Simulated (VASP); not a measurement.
Computed with PBE GGA, VASP's PBE PAW potentials (set 64) (plane waves; VASP 6.6.1).

A VASP calculation is set up with these files.

### INCAR
```
ALGO  =  Normal   ! blocked Davidson
GGA  =  PE   ! PBE
LREAL  =  .False.   ! projection in real space or not
SYSTEM  =  ZnS
LASPH  =  .True.
NELM  =  100   ! most electronic steps
LCHARG  =  .False.
ENCUT  =  300   ! plane-wave cut-off (eV)
EDIFF  =  1E-6   ! SCF stop (eV)
ISMEAR  =  0
LWAVE  =  .False.
PREC  =  Accurate
ISIF  =  2
SIGMA  =  0.01   ! width (eV)
LMAXMIX  =  4   ! l cut-off of mixed one-centre charges
```

File POSCAR:
```
ZnS
24.8454280
  0.1529379570   0.0000000000   0.0000000000
 -0.0764689584   0.1324481108   0.0000000000
  0.0000000000   0.0000000000   0.5000000000
Zn S
4 4
Direct
  0.6666670000   0.3333330000   0.7499300000
  0.3333330000   0.6666670000   0.2499300000
  0.0000000000   0.0000000000   0.5000000000
  0.0000000000   0.0000000000   0.0000000000
  0.6666670000   0.3333330000   0.9377300000
  0.3333330000   0.6666670000   0.4377300000
  0.0000000000   0.0000000000   0.6873400000
  0.0000000000   0.0000000000   0.1873400000
```

**KPOINTS**
```
Automatic mesh
0
Gamma
7 7 2
0 0 0
```

POTCAR, in this order: Zn S (PBE.64 set). Program: vasp_std.

At this cut-off the stress carries a Pulay error, which pulls relaxed volumes low.

Q: Estimate the energy per atom (σ→0), pressure.

A: 
```
Quantity                               Result
---------------------  ----------------------
energy per atom (σ→0)  -329.6 kJ/mol of atoms
pressure                             2.81 GPa
```

File OSZICAR:
```
...
DAV:  10    -0.273242604896E+02   -0.16721E-03   -0.42123E-03  1590   0.801E-01    0.301E-01
DAV:  11    -0.273244823258E+02   -0.22184E-03   -0.48574E-04  1896   0.259E-01    0.193E-01
DAV:  12    -0.273247721277E+02   -0.28980E-03   -0.44771E-04  1445   0.242E-01    0.818E-02
DAV:  13    -0.273247496351E+02    0.22493E-04   -0.99600E-05  1800   0.163E-01    0.313E-02
DAV:  14    -0.273247543727E+02   -0.47376E-05   -0.44797E-05  1758   0.900E-02    0.107E-02
DAV:  15    -0.273247557586E+02   -0.13859E-05   -0.10917E-05  1549   0.367E-02    0.666E-03
DAV:  16    -0.273247559327E+02   -0.17414E-06   -0.73036E-07   837   0.106E-02
   1 F= -.27324756E+02 E0= -.27324756E+02  d E =-.215304E-18
```

The structure comes from a computed database's ZnS entry; how it stands against other phases isn't given here. The cell was not relaxed at this level.
